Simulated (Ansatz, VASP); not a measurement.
# Cross-check of TaN between VASP and Ansatz, part 3 of 3

Aim: how closely do two programs agree when they are given the same cell, functional and k mesh? The cell is taken from a series of runs on this material, whose earlier steps may have relaxed, scaled, displaced or heated it; both programs get it as it stands.

VASP 6.6.1 and Ansatz 0.2.0.

So far: The structure; Ansatz: zone-centre phonons, PBEsol; VASP: zone-centre phonons, PBEsol.

### Step 3. VASP: zone-centre phonons, PBEsol (continued)

Level of this step: PBEsol; plane waves and PAW (N, Ta_pv) (VASP).

Numbers of over 12 decimals in the logs are rounded to 6 here.

OUTCAR, selected parts (step 3):

```text
ion  position               nearest neighbor table
   1  0.394  0.000  0.000-   6 2.03   4 2.15   4 2.15   5 2.15   5 2.15
   2  0.606  0.606  0.000-   6 2.03   5 2.15   5 2.15   4 2.15   4 2.15
   3  0.000  0.394  0.000-   6 2.03   5 2.15   5 2.15   4 2.15   4 2.15
   4  0.333  0.667  0.500-   1 2.15   1 2.15   3 2.15   3 2.15   2 2.15   2 2.15   5 2.98   5 2.98
                             5 2.98   6 3.31   6 3.31   6 3.31   6 3.31   6 3.31   6 3.31
   5  0.667  0.333  0.500-   3 2.15   3 2.15   1 2.15   1 2.15   2 2.15   2 2.15   4 2.98   4 2.98
                             4 2.98   6 3.31   6 3.31   6 3.31   6 3.31   6 3.31   6 3.31
   6  0.000  0.000  0.000-   2 2.03   3 2.03   1 2.03   4 3.31   5 3.31   4 3.31   5 3.31   4 3.31
                             4 3.31   5 3.31   5 3.31   5 3.31   5 3.31   4 3.31   4 3.31

  LATTYP: Found a hexagonal cell.
 ALAT       =     5.1591989772
 C/A-ratio  =     0.5597071649

 Subroutine GETGRP returns: Found 12 space group operations
 (whereof 12 operations were pure point group operations)

The static configuration has the point symmetry D_3h.

 Found     84 irreducible k-points:

   k-points           NKPTS =     84   k-points in BZ     NKDIM =     84   number of bands    NBANDS=     30

   dimension x,y,z NGX =    42 NGY =   42 NGZ =   24
   dimension x,y,z NGXF=    84 NGYF=   84 NGZF=   48

   ENCUT  =  600.0 eV  44.10 Ry    6.64 a.u.  10.30 10.30  5.77*2*pi/ulx,y,z

   NELECT =      48.0000    total number of electrons

 k-points in reciprocal lattice and weights: Automatic mesh
   0.00000000  0.00000000  0.00000000       0.001
   0.11111111 -0.00000000  0.00000000       0.006
   0.22222222 -0.00000000  0.00000000       0.006
   0.33333333 -0.00000000  0.00000000       0.006
   0.44444444 -0.00000000  0.00000000       0.006
   0.11111111  0.11111111  0.00000000       0.006
   0.22222222  0.11111111  0.00000000       0.012
   0.33333333  0.11111111  0.00000000       0.012
   0.44444444  0.11111111  0.00000000       0.006
[...]
-----------------------------------------------------------------------------------
    total drift:                               -0.000000     -0.000001     -0.000000

 Eigenvectors and eigenvalues of the dynamical matrix
 ----------------------------------------------------

   1 f  =   21.601070 THz   135.723523 2PiTHz  720.534122 cm-1    89.334805 meV
             X         Y         Z           dx          dy          dz
      2.032177  0.000000  0.000000     0.000000    0.577350    0.000000
      1.563511  2.708081  0.000000     0.500000   -0.288675   -0.000000
     -1.016088  1.759917  0.000000    -0.500000   -0.288675   -0.000000
     -0.000000  2.978665  1.443820    -0.000000    0.000000    0.000000
      2.579599  1.489332  1.443820     0.000000    0.000000   -0.000000
      0.000000  0.000000  0.000000    -0.000000   -0.000000    0.000000

   2 f  =   19.972587 THz   125.491463 2PiTHz  666.213779 cm-1    82.599944 meV
             X         Y         Z           dx          dy          dz
      2.032177  0.000000  0.000000     0.775186    0.000000   -0.000000
      1.563511  2.708081  0.000000     0.042144    0.423221   -0.000000
     -1.016088  1.759917  0.000000     0.042145   -0.423222    0.000000
     -0.000000  2.978665  1.443820    -0.026224    0.023302    0.000000
      2.579599  1.489332  1.443820    -0.026224   -0.023302    0.000000
      0.000000  0.000000  0.000000    -0.186653    0.000000    0.000000

   3 f  =   19.972587 THz   125.491463 2PiTHz  666.213779 cm-1    82.599944 meV
             X         Y         Z           dx          dy          dz
      2.032177  0.000000  0.000000    -0.000001    0.202202    0.000000
      1.563511  2.708081  0.000000    -0.423222   -0.530839    0.000000
     -1.016088  1.759917  0.000000     0.423222   -0.530839    0.000000
     -0.000000  2.978665  1.443820     0.023302    0.026224    0.000000
      2.579599  1.489332  1.443820    -0.023302    0.026224   -0.000000
      0.000000  0.000000  0.000000     0.000000    0.186653   -0.000000

   4 f  =   18.942975 THz   119.022219 2PiTHz  631.869616 cm-1    78.341812 meV
             X         Y         Z           dx          dy          dz
      2.032177  0.000000  0.000000     0.577350    0.000000    0.000000
      1.563511  2.708081  0.000000    -0.288675   -0.500000    0.000000
     -1.016088  1.759917  0.000000    -0.288675    0.500000   -0.000000
     -0.000000  2.978665  1.443820     0.000000    0.000000   -0.000000
      2.579599  1.489332  1.443820     0.000000   -0.000000    0.000000
      0.000000  0.000000  0.000000     0.000000   -0.000000   -0.000000

   5 f  =   18.520890 THz   116.370181 2PiTHz  617.790376 cm-1    76.596210 meV
             X         Y         Z           dx          dy          dz
      2.032177  0.000000  0.000000     0.180175    0.000002   -0.000000
      1.563511  2.708081  0.000000     0.624436   -0.256494   -0.000000
     -1.016088  1.759917  0.000000     0.624437    0.256495    0.000000
     -0.000000  2.978665  1.443820    -0.149800   -0.028647    0.000000
      2.579599  1.489332  1.443820    -0.149800    0.028646   -0.000000
      0.000000  0.000000  0.000000    -0.097956   -0.000000    0.000000

   6 f  =   18.520890 THz   116.370181 2PiTHz  617.790376 cm-1    76.596210 meV
             X         Y         Z           dx          dy          dz
      2.032177  0.000000  0.000000    -0.000000    0.772523   -0.000000
      1.563511  2.708081  0.000000    -0.256496    0.328263   -0.000000
     -1.016088  1.759917  0.000000     0.256493    0.328261   -0.000000
     -0.000000  2.978665  1.443820     0.028647   -0.149800   -0.000000
      2.579599  1.489332  1.443820    -0.028646   -0.149800    0.000000
      0.000000  0.000000  0.000000     0.000000   -0.097956    0.000000

   7 f  =   18.279688 THz   114.854664 2PiTHz  609.744744 cm-1    75.598679 meV
             X         Y         Z           dx          dy          dz
      2.032177  0.000000  0.000000     0.000000    0.000000    0.553994
      1.563511  2.708081  0.000000    -0.000000    0.000000    0.553994
     -1.016088  1.759917  0.000000     0.000000    0.000000    0.553994
     -0.000000  2.978665  1.443820     0.000000   -0.000000   -0.190649
      2.579599  1.489332  1.443820    -0.000000   -0.000000   -0.190649
      0.000000  0.000000  0.000000     0.000000    0.000000   -0.081097

   8 f  =   17.785995 THz   111.752703 2PiTHz  593.276938 cm-1    73.556932 meV
             X         Y         Z           dx          dy          dz
      2.032177  0.000000  0.000000     0.000000    0.000000    0.321405
      1.563511  2.708081  0.000000     0.000000    0.000000    0.489316
     -1.016088  1.759917  0.000000     0.000000   -0.000000   -0.810721
     -0.000000  2.978665  1.443820    -0.000000   -0.000000   -0.000000
      2.579599  1.489332  1.443820    -0.000000    0.000000   -0.000000
      0.000000  0.000000  0.000000    -0.000000   -0.000000   -0.000000

   9 f  =   17.785995 THz   111.752703 2PiTHz  593.276938 cm-1    73.556932 meV
             X         Y         Z           dx          dy          dz
      2.032177  0.000000  0.000000     0.000000   -0.000000    0.750577
      1.563511  2.708081  0.000000     0.000000    0.000000   -0.653633
     -1.016088  1.759917  0.000000     0.000000   -0.000000   -0.096943
     -0.000000  2.978665  1.443820    -0.000000   -0.000000   -0.000000
      2.579599  1.489332  1.443820    -0.000000   -0.000000    0.000000
      0.000000  0.000000  0.000000     0.000000    0.000000    0.000000

  10 f  =    7.051642 THz    44.306775 2PiTHz  235.217467 cm-1    29.163236 meV
             X         Y         Z           dx          dy          dz
      2.032177  0.000000  0.000000     0.000000    0.025807    0.000000
      1.563511  2.708081  0.000000    -0.011052    0.006662    0.000000
     -1.016088  1.759917  0.000000     0.011055    0.006664   -0.000000
     -0.000000  2.978665  1.443820    -0.693039   -0.083524   -0.000000
      2.579599  1.489332  1.443820     0.693027   -0.083626    0.000000
      0.000000  0.000000  0.000000     0.000011    0.156339   -0.000000

  11 f  =    7.051642 THz    44.306775 2PiTHz  235.217467 cm-1    29.163236 meV
             X         Y         Z           dx          dy          dz
      2.032177  0.000000  0.000000    -0.000281    0.000002    0.000000
      1.563511  2.708081  0.000000    -0.019427    0.011054   -0.000000
     -1.016088  1.759917  0.000000    -0.019425   -0.011053    0.000000
     -0.000000  2.978665  1.443820     0.083524   -0.693039   -0.000000
      2.579599  1.489332  1.443820     0.083626    0.693027    0.000000
      0.000000  0.000000  0.000000    -0.156339    0.000011   -0.000000

  12 f  =    5.808365 THz    36.495032 2PiTHz  193.746195 cm-1    24.021456 meV
             X         Y         Z           dx          dy          dz
      2.032177  0.000000  0.000000    -0.000000    0.000000   -0.000000
      1.563511  2.708081  0.000000    -0.000000   -0.000000   -0.000000
     -1.016088  1.759917  0.000000     0.000000    0.000000    0.000000
     -0.000000  2.978665  1.443820     0.000000    0.000000    0.707107
      2.579599  1.489332  1.443820     0.000000    0.000000   -0.707107
      0.000000  0.000000  0.000000    -0.000000   -0.000000   -0.000000

  13 f  =    5.750788 THz    36.133266 2PiTHz  191.825638 cm-1    23.783337 meV
             X         Y         Z           dx          dy          dz
      2.032177  0.000000  0.000000    -0.096639   -0.000005    0.000000
      1.563511  2.708081  0.000000     0.025496   -0.070507   -0.000000
     -1.016088  1.759917  0.000000     0.025485    0.070516    0.000000
     -0.000000  2.978665  1.443820     0.400751    0.135399   -0.000000
      2.579599  1.489332  1.443820     0.400729   -0.135464    0.000000
      0.000000  0.000000  0.000000    -0.788384    0.000064   -0.000000
    [... 43 further lines ...]
      2.579599  1.489332  1.443820     0.531498    0.163722    0.000000
      0.000000  0.000000  0.000000     0.531754    0.163740    0.000000

 ELASTIC MODULI CONTR FROM IONIC RELAXATION (kBar)
 Direction    XX          YY          ZZ          XY          YZ          ZX
 --------------------------------------------------------------------------------
 XX        -548.2534    180.2299     51.1416     -0.0000      0.0000     -0.0000
 YY         180.2299   -548.2534     51.1416      0.0000     -0.0000     -0.0000
 ZZ          51.1416     51.1416    -14.2135      0.0000     -0.0000      0.0000
 XY          -0.0000      0.0000     -0.0000   -364.2441      0.0000      0.0000
 YZ           0.0000     -0.0000     -0.0000      0.0000    -38.0532     -0.0000
 ZX          -0.0000     -0.0000      0.0000      0.0000     -0.0000    -30.7105
 --------------------------------------------------------------------------------
```

### Step 4. Comparison

Known differences besides the potentials themselves: the data sets hold 54 valence electrons in Ansatz (on its PAW soft_1 files) and 48 in VASP; the cutoff is 420 eV in Ansatz and 600 eV in VASP; Ansatz makes its cores anew for this functional, VASP keeps those of its PBE data sets. Total energies have different zeros and are not compared.

The two programs side by side:

| quantity | Ansatz | VASP | difference |
| --- | --- | --- | --- |
| optical mode 1 (cm⁻¹) | 149.6 | 149.1 | +0.29 % |
| optical mode 2 to 3 (cm⁻¹) | 191.6 | 191.8 | -0.12 % |
| optical mode 4 (cm⁻¹) | 193.0 | 193.7 | -0.39 % |
| optical mode 5 to 6 (cm⁻¹) | 234.8 | 235.2 | -0.17 % |
| optical mode 7 to 8 (cm⁻¹) | 589.8 | 593.3 | -0.58 % |
| optical mode 9 (cm⁻¹) | 607.5 | 609.7 | -0.38 % |
| optical mode 10 to 11 (cm⁻¹) | 613.6 | 617.8 | -0.68 % |
| optical mode 12 (cm⁻¹) | 626.2 | 631.9 | -0.90 % |
| optical mode 13 to 14 (cm⁻¹) | 661.2 | 666.2 | -0.75 % |
| optical mode 15 (cm⁻¹) | 716.7 | 720.5 | -0.53 % |

Modes are paired by rising frequency, not by their patterns, so a pair may set unlike modes beside each other; they are those without the splitting of longitudinal modes.

### Step 5. Results

| Quantity | Value |
| --- | --- |
| r.m.s. difference of the optical zone-centre modes, each program's sorted by frequency (zone-centre phonons, PBEsol) | 3.3 cm⁻¹ |
| difference in optical mode 12 (zone-centre phonons, PBEsol) | -0.9 % |

**Reading.** The r.m.s. difference of the optical zone-centre modes, each program's sorted by frequency is 3.3 cm⁻¹ (zone-centre phonons, PBEsol). The data sets hold unlike numbers of valence electrons (54 in Ansatz and 48 in VASP), so part of the differences comes from the potentials. Among the rows given in per cent, the largest difference of the zone-centre phonons, PBEsol pair is in optical mode 12, -0.9 %. Such differences can come from data sets, numerical settings and the points named under the comparisons, not from the functional's error against experiment.

[Lines on the potential files, build, host, timing and source positions are cut from VASP's logs without a mark.]

[Logs are printed without paths, hosts, clocks, repeated set-up lines and the standing remarks that a program may print on its own settings, such as how far it seeks lower states.]

[Hosts, paths, dates, database ids (printed as entryN), source tags and the programs' standing remarks are cut or masked in the printed files.]
